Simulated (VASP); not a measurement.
```xyz
3
Lattice="0.0000 3.1129 3.1129 3.1129 0.0000 3.1129 3.1129 3.1129 0.0000" Properties=species:S:1:pos:R:3 pbc="T T T"
Ba     0.0000     0.0000     0.0000
F      1.5564     1.5564     1.5564
F      4.6693     4.6693     4.6693
```

Calculation: r2SCAN meta-GGA, VASP's PBE PAW potentials (set 64) (plane waves; VASP 6.6.1). Numerical set-up: 520 eV cut-off, 6×6×6 Γ-centred mesh, Gaussian smearing of 0.050 eV, potentials Ba_sv F.

**Question.** Predict the energy per atom (σ→0).

**Answer.** 
```json
{
  "energy per atom (σ→0)": "-15.021 eV/atom"
}
```

Total energies compare only between runs with the same potentials, cut-off and functional.

The compound is BaF2 in the fluorite structure. It was relaxed first. The start is the result of an earlier pass.
